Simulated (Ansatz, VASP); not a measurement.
# Cross-check of MnV between VASP and Ansatz, part 2 of 2

One calculation is typed for both programs; each brings its own data sets and cutoff. How far apart do they land?

VASP 6.6.1 and Ansatz 0.2.0.

So far: Set-up; VASP: single point, r2SCAN, DFT+U.

### Step 3. Ansatz: single point, r2SCAN, DFT+U

Level of this step: Ansatz beside VASP: Kohn-Sham DFT, plane waves, r2SCAN, DFT+U (Ansatz).

Ansatz runs on its default PAW (the set named soft_2) files.

The same cell, functional, mesh and smearing now go to Ansatz, which takes its cutoff from its data sets.

The input, input.yaml:

```yaml
crystal:
  lattice:
    - [2.9, 0.0, 0.0]
    - [0.0, 2.9, 0.0]
    - [0.0, 0.0, 2.9]
  atoms:
    - { symbol: Mn, position: [0.0, 0.0, 0.0], spin: 4.0 }
    - { symbol: V, position: [0.5, 0.5, 0.5], spin: -2.0 }
hamiltonian:
  xc: r2scan
  pseudopotentials: { kind: paw }
  hubbard:
    sites: [{ species: Mn, l: d, u_eff: 5.0 }, { species: V, l: d, u_eff: 5.0 }]
magnetization:
  spin_polarized: true
kpoints:
  mp_grid: { grid: [6, 6, 6] }
scf:
  occupations: { method: methfessel_paxton, width: 0.1 }
  n_extra_bands: 9
output:
  forces: true
  stress: true
  eigenvalues: true
```

Command:

```bash
ansatz run input.yaml --threads 2 --pin off --max-ram 4608MiB --backend cpu --events-out ev --progress --plain --runs-dir out
```

Numbers of over 12 decimals in the logs are rounded to 6 here.

Output:

```text
Mn: projections on atomic orbitals take those of the free atom [Ne] 3s2 3p6 3d5 4s2, of charge +0.00 (hamiltonian.pseudopotentials.projection_atoms); the dataset's partial waves leave at most 9.0e-7 of an orbital's norm unspanned inside its sphere
V: projections on atomic orbitals take those of the free atom [Ne] 3s2 3p6 3d3 4s2, of charge +0.00 (hamiltonian.pseudopotentials.projection_atoms); the dataset's partial waves leave at most 5.8e-7 of an orbital's norm unspanned inside its sphere
scf.n_extra_bands = 9 over 14 filled bands (N_el = 28.0): the run solves 23 bands
Engine: ansatz 0.2.0, x86_64-unknown-linux-gnu
Pseudopotentials: kind: paw
Pseudopotential: Mn, paw, valence charge 15, recommended cutoff 500 eV (meta_gga), Mn.paw.azcp
Pseudopotential: V, paw, valence charge 13, recommended cutoff 500 eV (meta_gga), V.paw.azcp
Functional definition: r2SCAN
  parameter k0 = 0.174
  parameter k1 = 0.065
  parameter a1 = 4.9479
  exchange = r2scan_x(k0 = k0, k1 = k1, a1 = a1)
  correlation = r2scan_c
Crystal: 2 atoms, lattice volume = 24.389 Å³
Basis set: ecut = 500 eV, 619 PW (Γ), exchange–correlation on 96×96×96 points (64 copies of the dense FFT grid, shifted against one another)
Bands: 23, of which v1, the nominal top of the filled ones, is band 14 counted from 1 (13 counted from 0)
Symmetry: 48 space group operations
Space group: Pm-3m (ITA 221), of the structure as read, at distance tolerance 2.9e-5 Å
Magnetic group: BNS 221.92 (UNI 1594), of the structure as read, at distance tolerance 2.9e-5 Å
k-points: 20 of 216
Non-local potential: Mn, projectors of the file, l = 0: 3, l = 1: 2, l = 2: 3, l = 3: 1
Non-local potential: V, projectors of the file, l = 0: 3, l = 1: 2, l = 2: 3, l = 3: 1
PAW form: soft (Blöchl's): semilocal exchange-correlation on the pseudo side does not see the compensation charge
PAW frozen core: Mn, regenerated for the run's functional (the file was generated under x = pbe(κ = 0.804, μ = 0.219515), c = pbe(β = 0.066725))
PAW frozen core: V, regenerated for the run's functional (the file was generated under x = pbe(κ = 0.804, μ = 0.219515), c = pbe(β = 0.066725))
PAW one-centre angular grid: Mn, 590 points (default); XC on 160 Gauss nodes
PAW one-centre angular grid: V, 590 points (default); XC on 160 Gauss nodes
Initial density: superposition of atomic densities (chi_scale 0.1, normalization cell)
Starting moments: Σ|m| = 6 μB on 2 of 2 sites
Initial wavefunctions: pseudopotential atomic-orbital guess
Functional: x = r2scan, c = r2scan; τ floored in thin density (d = 2e-4 eV/Å³)
iter 1 solved again at ethr=2.09e-3 eV; its pass at ethr=3.10e-3 eV (dr2=5.86e-1 eV) is discarded
SCF iter   1: F=—  HF=-6813.223220 eV  |F-HF|=—  |Δ(HF+E_count)|=         —  Δρ=4.88e-2 (↑4.88e-2 ↓3.57e-2)  dr2=5.86e-1  dr2_τ=2.37e-2  dr2_m=2.51e-1  M=0.991 μB ∫|m|=6.337 μB  β_m=1.00  ethr=2.09e-3  ⟨swp⟩=1.0  Hψ=4625  notcnv=0
preconditioner: auto → none  [metal: Δε(μ)=0.073 eV  Ē_g=10.876 eV  σ=0.100 eV  W_gap=0.39  n_scr=6 (ndim 8)  ℏωp=26.0 eV  f_vac=0.000  D(μ)=1.21/eV (n_scr^D=6)  sad-step TF]
SCF iter   2: F=—  HF=-6814.038122 eV  |F-HF|=—  |Δ(HF+E_count)|=   8.15e-1  Δρ=4.00e-2 (↑2.40e-2 ↓4.00e-2)  dr2=1.37e-1  dr2_τ=1.02e-2  dr2_m=1.97e-1  M=0.499 μB ∫|m|=6.986 μB  β_m=1.00  ethr=2.09e-3  ⟨swp⟩=2.5  Hψ=1593  notcnv=0  κ⁻¹=1.0e0(r=1)
SCF iter   3: F=—  HF=-6814.451765 eV  |F-HF|=—  |Δ(HF+E_count)|=   4.14e-1  Δρ=1.84e-2 (↑1.12e-2 ↓1.84e-2)  dr2=5.36e-2  dr2_τ=1.41e-3  dr2_m=2.43e-2  M=0.403 μB ∫|m|=7.198 μB  β_m=1.00  ethr=4.90e-4  ⟨swp⟩=2.7  Hψ=1886  notcnv=0  defer=86  κ⁻¹=1.1e-1(r=2)
SCF iter   4: F=—  HF=-6814.752190 eV  |F-HF|=—  |Δ(HF+E_count)|=   3.00e-1  Δρ=1.65e-2 (↑7.12e-3 ↓1.65e-2)  dr2=7.96e-2  dr2_τ=1.12e-3  dr2_m=1.06e-2  M=0.300 μB ∫|m|=7.334 μB  β_m=1.00  ethr=1.91e-4  ⟨swp⟩=2.1  Hψ=1288  notcnv=0  defer=87  κ⁻¹=2.6e-3(r=3)
SCF iter   5: F=—  HF=-6814.939787 eV  |F-HF|=—  |Δ(HF+E_count)|=   1.88e-1  Δρ=6.44e-3 (↑3.26e-3 ↓6.44e-3)  dr2=6.36e-3  dr2_τ=3.81e-4  dr2_m=2.50e-3  M=0.231 μB ∫|m|=7.339 μB  β_m=0.30  ethr=1.91e-4  ⟨swp⟩=2.3  Hψ=1734  notcnv=0  defer=87  κ⁻¹=1.5e-4(r=4)
SCF iter   6: F=—  HF=-6815.047786 eV  |F-HF|=—  |Δ(HF+E_count)|=   1.08e-1  Δρ=4.62e-3 (↑2.24e-3 ↓4.62e-3)  dr2=7.03e-3  dr2_τ=9.97e-5  dr2_m=1.40e-3  M=0.219 μB ∫|m|=7.395 μB  β_m=1.00  ethr=2.27e-5  ⟨swp⟩=2.0  Hψ=1759  notcnv=0  defer=85  κ⁻¹=7.5e-5(r=5)
SCF iter   7: F=—  HF=-6815.107726 eV  |F-HF|=—  |Δ(HF+E_count)|=   5.99e-2  Δρ=2.97e-3 (↑1.93e-3 ↓2.97e-3)  dr2=3.27e-3  dr2_τ=2.64e-5  dr2_m=6.55e-4  M=0.206 μB ∫|m|=7.428 μB  β_m=1.00  ethr=2.27e-5  ⟨swp⟩=2.0  Hψ=1673  notcnv=0  defer=85  κ⁻¹=2.3e-6(r=6)
SCF iter   8: F=—  HF=-6815.138448 eV  |F-HF|=—  |Δ(HF+E_count)|=   3.07e-2  Δρ=7.19e-4 (↑5.32e-4 ↓7.19e-4)  dr2=1.68e-4  dr2_τ=5.48e-6  dr2_m=5.62e-5  M=0.199 μB ∫|m|=7.437 μB  β_m=1.00  ethr=1.17e-5  ⟨swp⟩=2.1  Hψ=1488  notcnv=0  defer=85  κ⁻¹=7.1e-7(r=7)
SCF iter   9: F=—  HF=-6815.157238 eV  |F-HF|=—  |Δ(HF+E_count)|=   1.88e-2  Δρ=2.14e-3 (↑8.43e-4 ↓2.14e-3)  dr2=1.52e-3  dr2_τ=1.44e-5  dr2_m=2.43e-4  M=0.191 μB ∫|m|=7.457 μB  β_m=1.00  ethr=5.99e-7  ⟨swp⟩=2.0  Hψ=1420  notcnv=0  defer=85  κ⁻¹=4.0e-8(r=8)
[...]
spin-set hold released at iteration 11 (site moments contracting): the magnetisation degrees of freedom join the quasi-Newton model from the next iteration; the mixer history was flushed
[...]
SCF iter  17: F=—  HF=-6815.175754 eV  |F-HF|=—  |Δ(HF+E_count)|=         —  Δρ=2.21e-4 (↑2.06e-4 ↓2.21e-4)  dr2=4.41e-6  dr2_τ=3.80e-7  dr2_m=5.83e-6  M=0.174 μB ∫|m|=7.480 μB  β_m=1.20  ethr=3.91e-8  ⟨swp⟩=2.0  Hψ=1373  notcnv=0  defer=42
Mixer restart at iter 17: flushing history
iteration 17: the input's own smearing fills from here on; a Gaussian of 0.1 eV has filled iterations ahead of it
SCF iter  18: F=—  HF=-6815.175779 eV  |F-HF|=—  |Δ(HF+E_count)|=   2.44e-5  S|Δr|=    0.00e0  Δρ=1.54e-4 (↑1.25e-4 ↓1.54e-4)  dr2=6.00e-6  dr2_τ=1.56e-7  dr2_m=1.13e-6  M=0.178 μB ∫|m|=7.479 μB  β_m=1.20  ethr=1.58e-8  ⟨swp⟩=2.0  Hψ=1216  notcnv=0  defer=42  κ⁻¹=1.0e0(r=1)
SCF iter  19: F=—  HF=-6815.175788 eV  |F-HF|=—  |Δ(HF+E_count)|=   9.05e-6  S|Δr|=    0.00e0  Δρ=1.14e-4 (↑9.00e-5 ↓1.14e-4)  dr2=2.17e-6  dr2_τ=1.00e-7  dr2_m=5.78e-7  M=0.179 μB ∫|m|=7.478 μB  β_m=1.20  ethr=1.58e-8  ⟨swp⟩=2.4  Hψ=1151  notcnv=0  defer=42  κ⁻¹=6.7e-2(r=2)
SCF iter  20: F=—  HF=-6815.175803 eV  |F-HF|=—  |Δ(HF+E_count)|=   1.51e-5  S|Δr|=    0.00e0  Δρ=5.02e-5 (↑4.37e-5 ↓5.02e-5)  dr2=6.69e-7  dr2_τ=1.27e-8  dr2_m=4.10e-8  M=0.183 μB ∫|m|=7.477 μB  β_m=1.20  ethr=7.76e-9  ⟨swp⟩=2.1  Hψ=1340  notcnv=0  defer=42  κ⁻¹=1.8e-2(r=3)
SCF iter  21: F=—  HF=-6815.175810 eV  |F-HF|=—  |Δ(HF+E_count)|=   7.21e-6  S|Δr|=    0.00e0  Δρ=4.42e-5 (↑2.57e-5 ↓4.42e-5)  dr2=7.67e-7  dr2_τ=9.50e-9  dr2_m=7.78e-8  M=0.185 μB ∫|m|=7.477 μB  β_m=1.20  ethr=2.39e-9  ⟨swp⟩=2.0  Hψ=1348  notcnv=0  defer=42  κ⁻¹=1.4e-2(r=4)
SCF iter  22: F=—  HF=-6815.175813 eV  |F-HF|=—  |Δ(HF+E_count)|=   2.99e-6  S|Δr|=    0.00e0  Δρ=2.89e-5 (↑2.07e-5 ↓2.89e-5)  dr2=4.07e-7  dr2_τ=4.65e-9  dr2_m=3.66e-8  M=0.186 μB ∫|m|=7.477 μB  β_m=1.20  ethr=2.39e-9  ⟨swp⟩=2.5  Hψ=1401  notcnv=0  defer=42  κ⁻¹=3.4e-3(r=5)
SCF iter  23: F=—  HF=-6815.175814 eV  |F-HF|=—  |Δ(HF+E_count)|=   1.20e-6  S|Δr|=    0.00e0  Δρ=2.41e-5 (↑1.27e-5 ↓2.41e-5)  dr2=1.72e-7  dr2_τ=2.43e-9  dr2_m=4.67e-8  M=0.187 μB ∫|m|=7.477 μB  β_m=1.20  ethr=1.45e-9  ⟨swp⟩=2.5  Hψ=1367  notcnv=0  defer=42  κ⁻¹=1.2e-3(r=6)
SCF iter  24: F=—  HF=-6815.175815 eV  |F-HF|=—  |Δ(HF+E_count)|=   4.78e-7  S|Δr|=    0.00e0  Δρ=1.62e-5 (↑8.02e-6 ↓1.62e-5)  dr2=9.28e-8  dr2_τ=1.04e-9  dr2_m=1.86e-8  M=0.188 μB ∫|m|=7.477 μB  β_m=1.20  ethr=3.57e-10  ⟨swp⟩=7.6  Hψ=3914  notcnv=0  κ⁻¹=4.0e-4(r=7)
SCF iter  25: F=-6815.175815 eV  HF=-6815.175815 eV  |F-HF|=3.09e-8  |Δ(HF+E_count)|=   2.66e-7  S|Δr|=    0.00e0  Δρ=8.79e-6 (↑3.75e-6 ↓8.79e-6)  dr2=2.92e-8  dr2_τ=3.67e-10  dr2_m=4.55e-9  M=0.188 μB ∫|m|=7.477 μB  ethr=3.31e-10  ⟨swp⟩=5.0  Hψ=3561  notcnv=0
SCF 1 converged in 25 iterations: F = -6815.175815 eV  dr2 = 2.92e-8
  greatest PAW one-centre occupation: 1.004 electrons in one spin orbital (limit 2), on the V atom at site 1 (counted from 0), in its partial waves of l = 1
this state was not tested for a lower state beside it, because cold or Methfessel-Paxton smearing, or corrected tetrahedra, fill the levels in a way that the test cannot read (fill_not_monotonic; see scf.lower_state_search)
SCF converged after 25 iterations
Magnetization: 0.1884 μB (14.0942 up, 13.9058 down)
Absolute magnetization: 7.4766 μB (∫|ρ↑−ρ↓|, with the PAW one-centre terms)
Spin contamination: 3.5818 ħ² per cell (⟨S²⟩ above its minimum at these occupations)
Per-site moments (μB) at R_I (Å): [(3.788998, 1.035983), (-2.874686, 1.035983)]
Free energy (F): -6815.175815 eV
Harris-Foulkes:  -6815.175815 eV  (|F-HF|=3.09e-8)
Internal energy: -6815.174893 eV  (E = F + TS)
E sigma→0 (E₀):  -6815.175585 eV
Entropy (-TS):   -0.000922 eV (-0.461 meV/atom)
Fermi energy:    18.896708 eV
--- Per-component energies (eV) ---
  E_band       = -340.783967
  E_kinetic    = 648.984288
  E_local      = -2568.829793  (includes V_loc(G=0)·N_el)
  E_nonlocal   = 212.002567
  E_hartree    = 1120.961213
  E_xc         = -238.637757
  E_vxc        = -349.959061  (∫ρ·V_xc dr)
  E_hubbard    = 4.454407  (on-site DFT+U / exact-exchange correction)
  E_vhub       = -15.357398  (the Hubbard potential's part of the band-sum identity)
  E_paw        = -2441.689422  (= ΣΔE_a)
  E_vpaw       = -533.790464  (= ΣTr[D̂ρ^β])
  E_aug_tail   = 0.000186  (compensation charges beyond the density's cutoff)
  E_vtau       = 24.241900  (kinetic-family band-sum trace: ∫τ·v_τ [+ j·A + Jᵃ·Aᵃ] dr)
  E_ewald      = -3551.871757
  E_core_change = -0.548824  (= ΣΔE_core)
  E_smearing   = -0.000922  (= −TS)
  E_closure    = -0.000000  (closes the sum)
  Σ components = -6815.175815   (vs F -6815.175815, Δ=0.00e0)
--- Forces (eV/Å), atoms counted from 1 ---
  atom   1  Mn     0.00000000    -0.00000000     0.00000000
  atom   2  V      0.00000000    -0.00000000    -0.00000000
  max |Σ_I F_I| component: 4.88e-29 eV/Å
--- Stress (GPa, compression-positive) ---
       67.234448       0.000000       0.000000
        0.000000      67.234448       0.000000
        0.000000       0.000000      67.234448
  P = ⅓ Tr σ = 67.2344 GPa (672.344 kbar)
--- Band table (eV; the first three rows and the last of 40) ---
  k-point 0 ↑: bands = [... 10 lower, 11.6707, 13.7480, 13.7480, 13.7480, 23.2136, 23.2136, 26.5110, 26.5110, ... 5 higher]
  k-point 1 ↑: bands = [... 10 lower, 12.0331, 13.6196, 13.6196, 13.7821, 22.9416, 23.0574, 25.5674, 25.5674, ... 5 higher]
  k-point 2 ↑: bands = [... 10 lower, 13.3759, 13.3759, 13.8156, 13.8510, 20.6339, 22.7256, 24.4970, 24.4970, ... 5 higher]
  k-point 19 ↓: bands = [... 10 lower, 13.8964, 18.8349, 18.8349, 18.8349, 21.4242, 21.4242, 24.3735, 24.3735, ... 5 higher]
Occupation matrices written to <dir>
```

Run time: 5.1 s. Hardware: 2 threads of Intel Xeon Platinum 8488C (Sapphire Rapids), shared host; peak memory 0.47 GiB; 8.5 s of CPU time.

The run ends at a pressure of 67.23 GPa.

### Step 4. Side by side

Known differences besides the potentials themselves: U acts on the PAW sphere in VASP and on atomic orbitals in Ansatz, so only states and trends compare; VASP keeps PBE cores, Ansatz makes them for the functional; the data sets hold 28 valence electrons in Ansatz (default PAW (the set named soft_2) files) and 12 in VASP; the cutoff is 500 eV in Ansatz and 350 eV in VASP; site moments are counted in spheres of each program's own size. Total energies have different zeros and are not compared.

Both answers:

| quantity | Ansatz | VASP | difference |
| --- | --- | --- | --- |
| pressure (GPa) | 67.23 | 60.78 | +6.46 |
| pressure without Ansatz's Pulay correction (GPa) | 67.11 | 60.78 | +6.34 |
| total moment (μB) | 0.19 | 0.10 | +0.09 |
| moment on Mn1 (μB) | 3.79 | 3.83 | -0.04 |
| moment on V2 (μB) | -2.88 | -3.64 | +0.76 |

Ansatz's pressure holds a Pulay correction of 0.12 GPa; VASP's holds none.

### Step 5. What came out

```json
{
  "difference in total moment (single point, r2SCAN, DFT+U)": "0.089 μB",
  "difference in pressure (single point, r2SCAN, DFT+U)": "6.5 GPa"
}
```

**Reading.** The difference in pressure is 6.5 GPa (single point, r2SCAN, DFT+U). How closely two codes agree says nothing of how well the functional describes the real material.

[Lines on the potential files, build, host, timing and source positions are cut from VASP's logs without a mark.]

[Logs are printed without paths, hosts, clocks, repeated set-up lines and the standing remarks that a program may print on its own settings, such as how far it seeks lower states.]

[Hosts, paths, dates, database ids (printed as entryN), source tags and the programs' standing remarks are cut or masked in the printed files.]
